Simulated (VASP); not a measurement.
Data:

```xyz
8
Lattice="3.8089 0.0000 0.0000 -1.9045 3.2986 0.0000 0.0000 0.0000 12.4526" Properties=species:S:1:pos:R:3 pbc="T T T"
Zn     1.9045     1.0995     9.3386
Zn     0.0000     2.1991     3.1123
Zn     0.0000     0.0000     6.2263
Zn     0.0000     0.0000     0.0000
S      1.9045     1.0995    11.6772
S      0.0000     2.1991     5.4509
S      0.0000     0.0000     8.5592
S      0.0000     0.0000     2.3329
```

These are PBE GGA, VASP's PBE PAW potentials (set 64) (plane waves; VASP) values and carry that method's errors. Run with 300 eV cut-off, 7×7×2 Γ-centred mesh, Gaussian smearing of 0.010 eV, potentials Zn S.

At this cut-off the stress carries a Pulay error, which pulls relaxed volumes low.

Question: What does the run give for the energy per atom (σ→0), pressure?

Answer: 
The energy per atom (σ→0) comes out as -329.8 kJ/mol of atoms. The pressure is 2.23 GPa.

Total energies compare only between runs with the same potentials, cut-off and functional.

The structure comes from a computed database's ZnS entry (P6_3mc); how it stands against other phases isn't given here. The cell was not relaxed at this level.
